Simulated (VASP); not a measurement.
Input for VASP

**KPOINTS**
```
Automatic
0
Gamma
12 12 7
```

POSCAR:
```
Y
1
    1.7909539565    -3.1020235129     0.0000000000
    1.7909539565     3.1020235129     0.0000000000
    0.0000000000     0.0000000000     5.5128230678
Y
2
Direct
  0.3333330000   0.6666670000   0.2500000000
  0.6666670000   0.3333330000   0.7500000000
```

**INCAR**
```
AGGAC  =  0.0
ALGO  =  Normal
EDIFF  =  1E-7
EDIFFG  =  -0.01
ENCUT  =  520
GGA  =  MK
IBRION  =  2
ISIF  =  4
ISMEAR  =  1
LASPH  =  .True.
LCHARG  =  .False.
LMAXMIX  =  4
LREAL  =  .False.
LUSE_VDW  =  .True.
LWAVE  =  .False.
NELM  =  100
NSW  =  30
PARAM1  =  0.1234
PARAM2  =  1.0
PREC  =  Accurate
SIGMA  =  0.1
SYSTEM  =  Y
```

POTCAR, in this order: Y_sv (PBE.64 set). Program: vasp_std.

Problem. Write an equivalent input for Quantum ESPRESSO's pw.x.

Solution. One equivalent input (not run):
```
&CONTROL
  calculation = 'vc-relax'
  pseudo_dir = './pseudo'
  outdir = './out'
  tprnfor = .true.
  tstress = .true.
  nstep = 30
  forc_conv_thr = 0.00039
/
&SYSTEM
  ibrav = 0
  nat = 2
  ntyp = 1
  ecutwfc = 72
  occupations = 'smearing'
  smearing = 'methfessel-paxton'
  degauss = 0.00735
  input_dft = 'vdw-df-ob86'
/
&ELECTRONS
  conv_thr = 7.3e-09
  electron_maxstep = 100
/
&IONS
/
&CELL
  cell_dofree = 'shape'
/
ATOMIC_SPECIES
  Y 88.906 Y.upf
CELL_PARAMETERS angstrom
     1.7909540   -3.1020235    0.0000000
     1.7909540    3.1020235    0.0000000
     0.0000000    0.0000000    5.5128231
ATOMIC_POSITIONS crystal
  Y    0.3333330  0.6666670  0.2500000
  Y    0.6666670  0.3333330  0.7500000
K_POINTS automatic
  12 12 7 0 0 0
```
The two are equivalent in intent, not identical: the potentials are each code's own (VASP's PAW set, PseudoDojo norm-conserving files in pw.x), so ENCUT and ecutwfc are chosen apart and not converted; conv_thr bounds pw.x's estimated SCF error, while EDIFF bounds the energy change between steps; forc_conv_thr acts on force components and is met together with etot_conv_thr.

The compound is Y in the hcp structure. This cell is one point of a volume scan, at 0.97 of the reference volume. Symmetry was kept, so distortions that lower it aren't found.
